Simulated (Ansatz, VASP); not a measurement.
**K3Na3Si10B2O26 in two plane-wave programs**

One calculation is typed for both programs; each brings its own data sets. How far apart do they land? The structure shown is frame 107 of Ansatz's trajectory.

Calculated with Ansatz 0.2.0; plane waves, with VASP 6.6.1 beside it; single point at revPBE.

## (1) Starting point

The cell holds 88 atoms: 20 Si, 4 B, 6 Na, 6 K and 52 O. Cell: a = 10.921 Å, b = 10.921 Å, c = 10.921 Å, α = 90.0°, β = 90.0°, γ = 90.0°. As first built, before any earlier steps moved the atoms (in the runner's words): 88 atoms (20 Si, 4 B, 6 Na, 6 K, 52 O) placed at random at 2.33 g/cm^3, melted at 3000 K for 20 ps at fixed volume with the Buckingham and Coulomb pair potential of Guillot and Sator (Geochim. Cosmochim. Acta 71, 1249 (2007)) with the boron terms of Wang et al. (J. Non-Cryst. Solids 498, 294 (2018)). Quenched from 3000 K to 300 K at 20 K/ps and fixed volume, held 10 ps at zero pressure.

## (2) Ansatz: dynamics, revPBE

Ansatz runs on its default PAW (the set named soft_2) files.

One frame of this run of dynamics is then solved in both programs, so the motion causes no difference.

Input file input.yaml:

```yaml
crystal:
  lattice:
    - [10.92063, 0.0, 0.0]
    - [0.0, 10.92063, 0.0]
    - [0.0, 0.0, 10.92063]
  atoms:
    - { symbol: Si, position: [0.95, 0.47468, 0.39576] }
    - { symbol: Si, position: [0.50861, 0.80658, 0.82137] }
    - { symbol: Si, position: [0.95888, 0.86723, 0.4516] }
    - { symbol: Si, position: [0.548, 0.73364, 0.35269] }
    - { symbol: Si, position: [0.53023, 0.21217, 0.526] }
    - { symbol: Si, position: [0.98143, 0.15521, 0.02622] }
    - { symbol: Si, position: [0.00448, 0.43425, 0.93257] }
    - { symbol: Si, position: [0.78583, 0.33981, 0.61233] }
    - { symbol: Si, position: [0.21262, 0.50499, 0.72751] }
    - { symbol: Si, position: [0.77309, 0.94318, 0.63699] }
    - { symbol: Si, position: [0.55106, 0.41913, 0.03844] }
    - { symbol: Si, position: [0.72946, 0.50339, 0.8368] }
    - { symbol: Si, position: [0.81404, 0.16436, 0.81346] }
    - { symbol: Si, position: [0.27964, 0.61562, 0.36237] }
    - { symbol: Si, position: [0.76968, 0.03598, 0.16749] }
    - { symbol: Si, position: [0.73834, 0.57179, 0.20156] }
    - { symbol: Si, position: [0.36125, 0.60682, 0.95737] }
    - { symbol: Si, position: [0.87729, 0.77974, 0.06] }
    - { symbol: Si, position: [0.6395, 0.99863, 0.39678] }
    - { symbol: Si, position: [0.12605, 0.64557, 0.10782] }
    - { symbol: B, position: [0.51069, 0.64245, 0.60265] }
    - { symbol: B, position: [0.10419, 0.6692, 0.54344] }
    - { symbol: B, position: [0.75538, 0.77824, 0.83069] }
    - { symbol: B, position: [0.37042, 0.4362, 0.53763] }
    - { symbol: Na, position: [0.57548, 0.07617, 0.893] }
    - { symbol: Na, position: [0.77913, 0.62618, 0.545] }
    - { symbol: Na, position: [0.99763, 0.14412, 0.31028] }
    - { symbol: Na, position: [0.45209, 0.32629, 0.7937] }
    - { symbol: Na, position: [0.59883, 0.8112, 0.07729] }
    - { symbol: Na, position: [0.62768, 0.23291, 0.23483] }
    - { symbol: K, position: [0.32101, 0.13011, 0.88604] }
    - { symbol: K, position: [0.31038, 0.9494, 0.56208] }
    - { symbol: K, position: [0.09287, 0.86599, 0.80924] }
    - { symbol: K, position: [0.29587, 0.2913, 0.22863] }
    - { symbol: K, position: [0.13795, 0.20761, 0.55321] }
    - { symbol: K, position: [0.2761, 0.93974, 0.17876] }
    - { symbol: O, position: [0.02815, 0.36665, 0.33339] }
    - { symbol: O, position: [0.57359, 0.87958, 0.33056] }
    - { symbol: O, position: [0.7236, 0.44899, 0.69239] }
    - { symbol: O, position: [0.42722, 0.51193, 0.05315] }
    - { symbol: O, position: [0.9278, 0.1061, 0.89104] }
    - { symbol: O, position: [0.87093, 0.47675, 0.88574] }
    - { symbol: O, position: [0.72236, 0.65046, 0.83395] }
    - { symbol: O, position: [0.82719, 0.90445, 0.12903] }
    - { symbol: O, position: [0.31653, 0.54317, 0.83253] }
    - { symbol: O, position: [0.79555, 0.66125, 0.09511] }
    - { symbol: O, position: [0.05385, 0.53053, 0.04301] }
    - { symbol: O, position: [0.63512, 0.03766, 0.10972] }
    - { symbol: O, position: [0.24565, 0.67286, 0.02302] }
    - { symbol: O, position: [0.45594, 0.53002, 0.58211] }
    - { symbol: O, position: [0.7564, 0.05301, 0.73624] }
    - { symbol: O, position: [0.77958, 0.81294, 0.69575] }
    - { symbol: O, position: [0.46189, 0.71443, 0.93513] }
    - { symbol: O, position: [0.64389, 0.85081, 0.86398] }
    - { symbol: O, position: [0.56435, 0.6967, 0.49724] }
    - { symbol: O, position: [0.89874, 0.9644, 0.55153] }
    - { symbol: O, position: [0.50199, 0.71112, 0.70988] }
    - { symbol: O, position: [0.66958, 0.95543, 0.53105] }
    - { symbol: O, position: [0.65849, 0.4658, 0.1377] }
    - { symbol: O, position: [0.28563, 0.41366, 0.63728] }
    - { symbol: O, position: [0.00234, 0.29702, 0.98803] }
    - { symbol: O, position: [0.85554, 0.41468, 0.50376] }
    - { symbol: O, position: [0.15196, 0.62904, 0.66258] }
    - { symbol: O, position: [0.18376, 0.61689, 0.24539] }
    - { symbol: O, position: [0.86824, 0.24775, 0.69773] }
    - { symbol: O, position: [0.44164, 0.32932, 0.5003] }
    - { symbol: O, position: [0.87571, 0.13403, 0.12216] }
    - { symbol: O, position: [0.8543, 0.79362, 0.38094] }
    - { symbol: O, position: [0.10291, 0.44185, 0.81362] }
    - { symbol: O, position: [0.31223, 0.48416, 0.42607] }
    - { symbol: O, position: [0.74766, 0.05812, 0.3124] }
    - { symbol: O, position: [0.40335, 0.68901, 0.32183] }
    - { symbol: O, position: [0.03784, 0.78081, 0.55122] }
    - { symbol: O, position: [0.50195, 0.2858, 0.05666] }
    - { symbol: O, position: [0.41442, 0.91617, 0.81399] }
    - { symbol: O, position: [0.85879, 0.80629, 0.91125] }
    - { symbol: O, position: [0.1042, 0.09367, 0.06377] }
    - { symbol: O, position: [0.04743, 0.94937, 0.37013] }
    - { symbol: O, position: [0.67171, 0.26656, 0.54741] }
    - { symbol: O, position: [0.02383, 0.75218, 0.09707] }
    - { symbol: O, position: [0.21355, 0.69613, 0.4676] }
    - { symbol: O, position: [0.53978, 0.1126, 0.41344] }
    - { symbol: O, position: [0.8393, 0.52738, 0.30356] }
    - { symbol: O, position: [0.03864, 0.57005, 0.47938] }
    - { symbol: O, position: [0.60509, 0.46066, 0.90942] }
    - { symbol: O, position: [0.63936, 0.65966, 0.26886] }
    - { symbol: O, position: [0.4924, 0.15241, 0.65968] }
    - { symbol: O, position: [0.72357, 0.241, 0.89355] }
kpoints:
  mp_grid: { grid: [1, 1, 1] }
hamiltonian:
  xc: revpbe
scf:
  occupations: { method: gaussian, width: 0.05 }
output:
  forces: true
md:
  timestep: 1.0
  n_steps: 322
  ensemble: nvt_nose_hoover
  temperature: 400
  initial_velocities: maxwell_boltzmann
  seed: 9117
```

The run is started by

```console
$ ansatz run input.yaml --threads 4 --pin off --max-ram 8192MiB --backend cpu --events-out ev --progress --plain --runs-dir out
```

Numbers of over 12 decimals in the logs are rounded to 6 here.

Log:

```text
Warning: md: disabling space-group detection — thermal motion breaks the input geometry's symmetry, so no spatial operation reduces the k-mesh or symmetrises the density; time reversal is kept, so that k and −k are solved as one point where they differ and the mesh holds both, and exact exchange and, on two spinor components, a DFT+U term hold to it where the run has them: on two components no moment then forms, and  [...]
Engine: ansatz 0.2.0, aarch64-unknown-linux-gnu
Pseudopotentials: kind: paw
Pseudopotential: Si, paw, valence charge 4, recommended cutoff 420 eV (normal), Si.paw.azcp
Pseudopotential: B, paw, valence charge 3, recommended cutoff 420 eV (normal), B.paw.azcp
Pseudopotential: Na, paw, valence charge 9, recommended cutoff 420 eV (normal), Na.paw.azcp
Pseudopotential: K, paw, valence charge 9, recommended cutoff 420 eV (normal), K.paw.azcp
Pseudopotential: O, paw, valence charge 6, recommended cutoff 420 eV (normal), O.paw.azcp
Functional definition: revPBE
  parameter kappa = 1.245
  parameter beta = 0.066725
  exchange = pbe_x(kappa = kappa, mu = beta*pi^2/3)
  correlation = pbe_c(beta = beta)
Crystal: 88 atoms, lattice volume = 1302.396 Å³
Basis set: ecut = 420 eV, 25533 PW (Γ), exchange–correlation on 150×150×150 points (8 copies of the dense FFT grid, shifted against one another)
Bands: 344, of which v1, the nominal top of the filled ones, is band 256 counted from 1 (255 counted from 0)
Symmetry: 1 space group operations
k-points: 1
Non-local potential: Si, projectors of the file, l = 0: 2, l = 1: 2, l = 2: 2
Non-local potential: B, projectors of the file, l = 0: 2, l = 1: 2, l = 2: 1
Non-local potential: Na, projectors of the file, l = 0: 3, l = 1: 2, l = 2: 1
Non-local potential: K, projectors of the file, l = 0: 3, l = 1: 2, l = 2: 2
Non-local potential: O, projectors of the file, l = 0: 2, l = 1: 2, l = 2: 1
PAW form: soft (Blöchl's): semilocal exchange-correlation on the pseudo side does not see the compensation charge
PAW frozen core: Si, regenerated for the run's functional, and the local potential with it (the file was generated under x = pbe(κ = 0.804, μ = 0.219515), c = pbe(β = 0.066725))
PAW frozen core: B, regenerated for the run's functional, and the local potential with it (the file was generated under x = pbe(κ = 0.804, μ = 0.219515), c = pbe(β = 0.066725))
PAW frozen core: Na, regenerated for the run's functional, and the local potential with it (the file was generated under x = pbe(κ = 0.804, μ = 0.219515), c = pbe(β = 0.066725))
PAW frozen core: K, regenerated for the run's functional, and the local potential with it (the file was generated under x = pbe(κ = 0.804, μ = 0.219515), c = pbe(β = 0.066725))
PAW frozen core: O, regenerated for the run's functional, and the local potential with it (the file was generated under x = pbe(κ = 0.804, μ = 0.219515), c = pbe(β = 0.066725))
PAW one-centre angular grid: Si, 110 points (default); XC on 64 Gauss nodes
PAW one-centre angular grid: B, 110 points (default); XC on 64 Gauss nodes
PAW one-centre angular grid: Na, 110 points (default); XC on 64 Gauss nodes
PAW one-centre angular grid: K, 110 points (default); XC on 64 Gauss nodes
PAW one-centre angular grid: O, 110 points (default); XC on 64 Gauss nodes
Initial density: superposition of atomic densities (neutral atoms: chi_scale 0, normalization atom), corrected by the library's trained network
Initial wavefunctions: pseudopotential atomic-orbital guess
Functional: x = revpbe(κ = 1.245, μ = 0.219515), c = pbe(β = 0.066725)
SCF iter   1: F=—  HF=-61218.046575 eV  |F-HF|=—  |Δ(HF+E_count)|=         —  Δρ=4.43e-3  dr2=5.05e-1  ethr=1.77e-3  ⟨swp⟩=6.0  Hψ=1623  notcnv=0  defer=75
preconditioner: auto → Resta (q_TF=auto, 2.335 Å⁻¹)  ε∞=2.9  [insulator: Δε(μ)=1.609 eV  Ē_g=16.517 eV  σ=0.050 eV  W_gap=1.00  n_scr=256 (ndim 8)  ℏωp=22.7 eV  f_vac=0.177  D(μ)=0.00/eV (n_scr^D=0)  ε∞_Penn≈2.9]
SCF iter   2: F=—  HF=-61217.944601 eV  |F-HF|=—  |Δ(HF+E_count)|=   1.02e-1  Δρ=2.49e-3  dr2=1.02e-1  ethr=9.86e-5  ⟨swp⟩=2.0  Hψ=582  notcnv=0  defer=83
SCF iter   3: F=—  HF=-61217.930601 eV  |F-HF|=—  |Δ(HF+E_count)|=   1.40e-2  Δρ=1.06e-3  dr2=3.34e-2  ethr=1.99e-5  ⟨swp⟩=2.0  Hψ=443  notcnv=0  defer=83
SCF iter   4: F=—  HF=-61217.926534 eV  |F-HF|=—  |Δ(HF+E_count)|=   4.07e-3  Δρ=5.39e-4  dr2=4.34e-3  ethr=6.53e-6  ⟨swp⟩=2.0  Hψ=443  notcnv=0  defer=83
[...]
automatic band count: iteration 1 solves 297 bands in place of 344: the levels show a gap, and the empty bands left out lie too high to hold charge; the band table lists the bands solved (type scf.n_extra_bands for more)
md step   317: t =   317.00 fs  T =   409.8 K  F+E_penalty+E_count = -61223.02403241 eV  E_kin = 4.608060 eV  conserved = -61213.43640991 eV  (3 SCF iters)
[...]
md step   318: t =   318.00 fs  T =   413.0 K  F+E_penalty+E_count = -61223.07079157 eV  E_kin = 4.644927 eV  conserved = -61213.43653884 eV  (3 SCF iters)
[...]
md step   319: t =   319.00 fs  T =   415.0 K  F+E_penalty+E_count = -61223.10273839 eV  E_kin = 4.667120 eV  conserved = -61213.43648532 eV  (3 SCF iters)
md step   320: t =   320.00 fs  T =   415.8 K  F+E_penalty+E_count = -61223.12059895 eV  E_kin = 4.675372 eV  conserved = -61213.43626789 eV  (8 SCF iters)
[...]
md step   321: t =   321.00 fs  T =   415.5 K  F+E_penalty+E_count = -61223.12765707 eV  E_kin = 4.672943 eV  conserved = -61213.43593240 eV  (4 SCF iters)
[...]
md step   322: t =   322.00 fs  T =   414.8 K  F+E_penalty+E_count = -61223.12902400 eV  E_kin = 4.664899 eV  conserved = -61213.43554167 eV  (8 SCF iters)
SCF converged after 8 iterations
Free energy (F): -61223.129024 eV
Harris-Foulkes:  -61223.129024 eV  (|F-HF|=1.26e-8)
Internal energy: -61223.129024 eV  (E = F + TS)
E sigma→0 (E₀):  -61223.129024 eV
Fermi energy:    5.213505 eV
--- Per-component energies (eV) ---
  E_band       = -3621.682547
  E_kinetic    = 12586.857550
  E_local      = -41609.375518  (includes V_loc(G=0)·N_el)
  E_nonlocal   = 3731.180523
  E_hartree    = 15669.349718
  E_xc         = -6174.603193
  E_vxc        = -7331.872004  (∫ρ·V_xc dr)
  E_paw        = -25215.148030  (= ΣΔE_a)
  E_vpaw       = -2337.301098  (= ΣTr[D̂ρ^β])
  E_aug_tail   = 0.130242  (compensation charges beyond the density's cutoff)
  E_ewald      = -20209.975971
  E_core_change = -1.544344  (= ΣΔE_core)
  E_smearing   = -0.000000  (= −TS)
  E_closure    = -0.000000  (closes the sum)
  Σ components = -61223.129024   (vs F -61223.129024, Δ=0.00e0)
--- Forces (eV/Å), atoms counted from 1 ---
  atom   1  Si     0.25758798    -1.69072077     0.09948390
  atom   2  Si     0.76609464    -0.90206580     0.54327001
  atom   3  Si     0.90945647     0.26157127     2.45515273
  atom   4  Si     1.42990155    -0.81750021    -1.29791886
  atom   5  Si     0.30541585     0.32787971    -0.34402801
  atom   6  Si    -0.66092365    -0.41695897    -1.46084225
  atom   7  Si    -0.03935004    -0.44684643     1.51861423
  atom   8  Si     0.57335713     3.59289690     1.76858548
  atom   9  Si     1.75808126     0.43595110     0.56518981
  atom  10  Si     1.66664121     0.51034868     1.00745516
  atom  11  Si    -0.21377304     1.84865768     0.94749424
  atom  12  Si    -0.13103816     0.13900153    -0.49819663
  atom  13  Si     1.02442970    -0.56356435     1.49009055
  atom  14  Si    -1.34534628     1.12250353     1.47547430
  atom  15  Si     1.11777329    -0.31583736     0.42937509
  atom  16  Si    -0.29502061     1.28021379    -0.06900935
  atom  17  Si     0.65501850     0.57173011    -0.47232357
  atom  18  Si    -1.29005258     1.13759639     0.97256395
  atom  19  Si     0.65867357    -0.65356761    -0.63274782
  atom  20  Si     1.40210204    -0.37367953    -1.07565323
  atom  21  B      0.49607403    -0.05967500     1.95427808
  atom  22  B      1.69847808    -1.71840078    -0.95992663
  atom  23  B      0.60669910     0.27200394     0.40912398
  atom  24  B      2.05833210    -0.47785466     0.05051047
[...]
atom  81  O     -0.68176837    -1.11047282     0.56991150
  atom  82  O     -0.49322310     1.12821552     0.62889075
  atom  83  O      1.13595141    -0.51784718     1.05528088
  atom  84  O      0.31576422     1.80055001     0.42177435
  atom  85  O      0.05787177     0.09676930    -0.66921135
  atom  86  O     -0.35621787    -0.36298248    -0.37137650
  atom  87  O     -0.20026232    -0.12921381     0.00963104
  atom  88  O     -1.02450349     0.31792024     0.21246806
  max |Σ_I F_I| component: 4.20e-5 eV/Å
--- MD trajectory: 322 steps, t = 0.0 → 322.0 fs ---
  final state: T = 414.8 K   F+E_penalty+E_count = -61223.12902400 eV   E_kin = 4.664899 eV
  conserved energy: peak-to-peak 1.068e-2 eV (1.213e-4 eV/atom) over 322.0 fs
```

(Part 1 of 2 ends here.)

[Lines on the potential files, build, host, timing and source positions are cut from VASP's logs without a mark.]

[Logs are printed without paths, hosts, clocks, repeated set-up lines and the standing remarks that a program may print on its own settings, such as how far it seeks lower states.]

[Hosts, paths, dates, database ids (printed as entryN), source tags and the programs' standing remarks are cut or masked in the printed files.]
